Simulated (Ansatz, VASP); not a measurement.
# ZrSi2P4 (ZrSi2P4 monolayer) in two plane-wave programs, part 2 of 2

Aim: how closely do two programs agree when they are given the same cell, functional and k mesh? The structure shown is the start of the Ansatz relaxation below; VASP solves that cell, so the two are compared at the walk's first step.

VASP 6.6.1 and Ansatz 0.2.0.

So far: Set-up; Ansatz: relaxation, PBE with D3(BJ).

### 3. VASP: single point, PBE with D3(BJ), start cell

Level of this step: PBE with D3(BJ); plane waves and PAW (P, Si, Zr_sv) (VASP).

The same cell, functional, mesh and smearing now go to VASP, with its own data sets.

Lines of VASP's logs that name or quote its potential files are left out, and so is its time.

INCAR reads:

```
SYSTEM = ZrSi2P4
PREC = Accurate
ENCUT = 400
EDIFF = 1E-06
NELM = 120
ISMEAR = -1
SIGMA = 0.05
LREAL = .FALSE.
ALGO = Normal
GGA = PE
IVDW = 12
NBANDS = 27
LASPH = .TRUE.
LORBIT = 11
LWAVE = .FALSE.
LCHARG = .FALSE.
ISIF = 2
LDIPOL = .TRUE.
IDIPOL = 3
DIPOL = 0.5 0.5 0.5
LVHAR = .TRUE.
GGA_COMPAT = .FALSE.
NELMDL = -8
KPAR = 2
```

POSCAR reads:

```
ZrSi2P4
1.0
    3.4800000000      0.0000000000      0.0000000000
   -1.7400000000      3.0137680000      0.0000000000
    0.0000000000      0.0000000000     48.7875290000
P Si Zr
4 2 1
Direct
    0.0000000000      0.0000000000      0.4089159854
    0.3333333333      0.6666666667      0.4653738151
    0.3333333333      0.6666666667      0.5346262053
    0.0000000000      0.0000000000      0.5910840350
    0.3333333333      0.6666666667      0.4221250578
    0.3333333333      0.6666666667      0.5778749626
    0.0000000000      0.0000000000      0.5000000102
```

KPOINTS reads:

```
Automatic mesh
0
Gamma
12 12 1
0 0 0
```

The projector-augmented-wave data sets are P, Si and Zr_sv (PBE family, release 64).

Launch:

```bash
mpirun -np 2 vasp_std
```

Numbers of over 12 decimals in the logs are rounded to 6 here.

The program printed:

```text
[banner, memory and clock lines left out]
running    2 mpi-ranks, on    1 nodes
 distrk:  each k-point on    1 cores,    2 groups
 distr:  one band on    1 cores,    1 groups

 POSCAR found type information on POSCAR P SiZr
 POSCAR found :  3 types and       7 ions
 LDA part: xc-table for (Slater+PW92), standard interpolation
 POSCAR, INCAR and KPOINTS ok, starting setup
 FFT: planning ... GRIDC
 FFT: planning ... GRID_SOFT
 FFT: planning ... GRID
 WAVECAR not read
 entering main loop
       N       E                     dE             d eps       ncg     rms          rms(c)
DAV:   1     0.266015392573E+03    0.26602E+03   -0.13892E+04  1234   0.891E+02
DAV:   2    -0.138103915908E+02   -0.27983E+03   -0.27481E+03  1492   0.219E+02
DAV:   3    -0.420247285480E+02   -0.28214E+02   -0.28054E+02  1447   0.691E+01
DAV:   4    -0.436947660160E+02   -0.16700E+01   -0.16644E+01  1744   0.145E+01
DAV:   5    -0.437350200638E+02   -0.40254E-01   -0.40249E-01  1484   0.183E+00
DAV:   6    -0.437356705181E+02   -0.65045E-03   -0.65043E-03  1588   0.293E-01
DAV:   7    -0.437356884811E+02   -0.17963E-04   -0.17963E-04  1660   0.404E-02
DAV:   8    -0.437356889540E+02   -0.47290E-06   -0.47302E-06  1428   0.698E-03    0.192E+01
DAV:   9    -0.417875616714E+02    0.19481E+01   -0.88629E+00  1190   0.113E+01    0.972E+00
DAV:  10    -0.416777479203E+02    0.10981E+00   -0.39953E+00  1398   0.793E+00    0.436E+00
DAV:  11    -0.414738408735E+02    0.20391E+00   -0.26051E+00  1346   0.583E+00    0.168E+00
DAV:  12    -0.414352077061E+02    0.38633E-01   -0.29315E-01  1463   0.230E+00    0.563E-01
DAV:  13    -0.414329404564E+02    0.22672E-02   -0.23105E-02  1476   0.832E-01    0.294E-01
DAV:  14    -0.414333826685E+02   -0.44221E-03   -0.81458E-03  1299   0.399E-01    0.190E-01
[...]
DAV:  21    -0.414333945320E+02   -0.27650E-05   -0.85793E-07   814   0.517E-03    0.467E-03
DAV:  22    -0.414334382089E+02   -0.43677E-04   -0.44033E-06   977   0.551E-03    0.315E-03
DAV:  23    -0.414334516419E+02   -0.13433E-04   -0.64976E-07   985   0.321E-03    0.263E-03
DAV:  24    -0.414334648252E+02   -0.13183E-04   -0.33718E-07   832   0.199E-03    0.164E-03
DAV:  25    -0.414334717509E+02   -0.69257E-05   -0.12400E-07   782   0.130E-03    0.874E-04
DAV:  26    -0.414334773118E+02   -0.55609E-05   -0.84240E-08   762   0.967E-04    0.841E-04
DAV:  27    -0.414334799783E+02   -0.26665E-05   -0.42086E-08   725   0.784E-04    0.925E-04
DAV:  28    -0.414334802452E+02   -0.26685E-06   -0.64427E-09   657   0.366E-04
   1 F= -.43962878E+02 E0= -.43953541E+02  d E =-.186744E-01
```

OUTCAR, selected parts (step 3):

```text
ion  position               nearest neighbor table
   1  0.000  0.000  0.409-   5 2.11   5 2.11   5 2.11
   2  0.333  0.667  0.465-   5 2.11   7 2.62   7 2.62   7 2.62
   3  0.333  0.667  0.535-   6 2.11   7 2.62   7 2.62   7 2.62
   4  0.000  0.000  0.591-   6 2.11   6 2.11   6 2.11
   5  0.333  0.667  0.422-   1 2.11   2 2.11   1 2.11   1 2.11
   6  0.333  0.667  0.578-   4 2.11   3 2.11   4 2.11   4 2.11
   7  0.000  0.000  0.500-   2 2.62   3 2.62   2 2.62   3 2.62   2 2.62   3 2.62

  LATTYP: Found a hexagonal cell.
 ALAT       =     3.4800000000
 C/A-ratio  =    14.0194048851

 Subroutine GETGRP returns: Found 12 space group operations
 (whereof 12 operations were pure point group operations)

The static configuration has the point symmetry D_3h.

 Found     19 irreducible k-points:

   k-points           NKPTS =     19   k-points in BZ     NKDIM =     19   number of bands    NBANDS=     27

   dimension x,y,z NGX =    24 NGY =   24 NGZ =  320
   dimension x,y,z NGXF=    48 NGYF=   48 NGZF=  640

   ENCUT  =  400.0 eV  29.40 Ry    5.42 a.u.   5.67  5.67 79.56*2*pi/ulx,y,z

   NELECT =      40.0000    total number of electrons

 k-points in reciprocal lattice and weights: Automatic mesh
   0.00000000  0.00000000  0.00000000       0.007
   0.08333333  0.00000000  0.00000000       0.042
   0.16666667 -0.00000000  0.00000000       0.042
   0.25000000 -0.00000000  0.00000000       0.042
   0.33333333 -0.00000000  0.00000000       0.042
   0.41666667 -0.00000000  0.00000000       0.042
   0.50000000 -0.00000000  0.00000000       0.021
   0.08333333  0.08333333  0.00000000       0.042
   0.16666667  0.08333333  0.00000000       0.083
[...]
0.33333333  0.25000000  0.00000000       0.083
   0.33333333  0.33333333  0.00000000       0.014

 dipolmoment           0.000000      0.000000     -0.000021 electrons x Angstroem

 average (electrostatic) potential at core
       1 -90.7092       2 -89.7067       3 -89.7068       4 -90.7095       5 -92.2678
       6 -92.2680       7 -85.1829

 E-fermi :  -1.9663

 k-point     1 :       0.0000    0.0000    0.0000
  band No.  band energies     occupation
    ...
     14      -4.8345      2.00000
     15      -4.5465      2.00000
     16      -3.0511      2.00000
     17      -2.7959      2.00000
     18      -2.7959      2.00000
     19      -1.7799      0.04691
     20      -1.7799      0.04691
     21      -1.6759      0.00598
     22       0.0209      0.00000
     23       0.0209      0.00000
    ...

 k-point     2 :       0.0833    0.0000    0.0000
  band No.  band energies     occupation
    ...
     16      -3.1090      2.00000
     17      -3.0305      2.00000
     18      -2.7091      2.00000
     19      -2.0503      1.68574
     20      -1.9163      0.53759
     21      -1.5926      0.00113
     22      -0.0941      0.00000
     23      -0.0073      0.00000
     24       0.3009      0.00000
     25       0.4163      0.00000
    ...

 k-point     3 :       0.1667   -0.0000    0.0000
  band No.  band energies     occupation
    ...
     16      -3.8031      2.00000
     17      -3.1985      2.00000
     18      -2.6522      2.00000
     19      -2.4838      1.99994
     20      -2.2579      1.99414
     21      -1.6886      0.00771
     22      -0.4492      0.00000
     23      -0.3929      0.00000
     24       0.8245      0.00000
     25       1.1367      0.00000
    ...

 Edisp (eV)   -2.52940

  Total      10.45716    10.45715    11.93496     0.00000     0.00000     0.00000
  in kB      32.74359    32.74358    37.37090     0.00000     0.00000     0.00000
  external pressure =       34.29 kB  Pullay stress =        0.00 kB

  energy-cutoff  :      400.00
  volume of cell :      511.68
      direct lattice vectors                 reciprocal lattice vectors
     3.480000000  0.000000000  0.000000000     0.287356322  0.165905272  0.000000000
    -1.740000000  3.013768000  0.000000000     0.000000000  0.331810544  0.000000000
     0.000000000  0.000000000 48.787529000     0.000000000  0.000000000  0.020497041

 POSITION                                       TOTAL-FORCE (eV/Angst)
 -----------------------------------------------------------------------------------
      0.00000      0.00000     19.95000         0.000000      0.000000     -3.527172
     -0.00000      2.00918     22.70444        -0.000000     -0.000000      2.749378
     -0.00000      2.00918     26.08309        -0.000000     -0.000000     -2.749378
      0.00000      0.00000     28.83753         0.000000      0.000000      3.527172
     -0.00000      2.00918     20.59444         0.000000     -0.000000      1.324867
     -0.00000      2.00918     28.19309         0.000000     -0.000000     -1.324867
      0.00000      0.00000     24.39376        -0.000000     -0.000000      0.000000
 -----------------------------------------------------------------------------------
    total drift:                               -0.000000     -0.000004     -0.002620

  FREE ENERGIE OF THE ION-ELECTRON SYSTEM (eV)
  ---------------------------------------------------
  free  energy   TOTEN  =       -43.9628780276 eV

  energy  without entropy=      -43.9442036307  energy(sigma->0) =      -43.95354083

 vacuum level on the upper side and lower side of the slab         3.087         3.087

 total charge
# of ion       s       p       d       tot
------------------------------------------
    1        1.018   1.675   0.000   2.693
    2        1.034   1.565   0.000   2.599
    3        1.034   1.565   0.000   2.599
    4        1.018   1.675   0.000   2.693
    5        0.738   1.016   0.000   1.755
    6        0.738   1.016   0.000   1.755
    7        2.166   6.005   1.686   9.856
--------------------------------------------------
tot          7.746  14.518   1.686  23.950

[... 3 further parts left out ...]
```

### 4. Comparison

Known differences besides the potentials themselves: Ansatz cuts the interaction across the vacuum, VASP repeats the sheet with a dipole correction; the cutoff is 420 eV in Ansatz and 400 eV in VASP. Total energies have different zeros and are not compared.

Forces (eV/Å; atoms numbered as in POSCAR):

```
atom        Ansatz x, y, z          VASP x, y, z
  P1  0.000, 0.000, -3.531  0.000, 0.000, -3.527
  P2   0.000, 0.000, 2.774   0.000, 0.000, 2.749
  P3  0.000, 0.000, -2.774  0.000, 0.000, -2.749
  P4   0.000, 0.000, 3.531   0.000, 0.000, 3.527
 Si5   0.000, 0.000, 1.309   0.000, 0.000, 1.325
 Si6  0.000, 0.000, -1.309  0.000, 0.000, -1.325
 Zr7   0.000, 0.000, 0.000   0.000, 0.000, 0.000
```

The forces differ by 9.2 meV/Å r.m.s., which is 0.6 % of the r.m.s. force of 1.439 eV/Å (both taken over all components). With vacuum in the cell, a pressure given here is an average over mostly empty space and none of the material.

### 5. Summary of results

```
r.m.s. force difference (single point, PBE with D3(BJ), start cell) : 0.64 % of the r.m.s. force
```

What this shows: The r.m.s. force difference is 0.64 % of the r.m.s. force (single point, PBE with D3(BJ), start cell), within the 3 % picked in this series as the mark of a large difference. 1 further run of this series is not shown here. How closely two codes agree says nothing of how well the functional describes the real material.

[Lines on the potential files, build, host, timing and source positions are cut from VASP's logs without a mark.]

[Logs are printed without paths, hosts, clocks, repeated set-up lines and the standing remarks that a program may print on its own settings, such as how far it seeks lower states.]

[Hosts, paths, dates, database ids (printed as entryN), source tags and the programs' standing remarks are cut or masked in the printed files.]
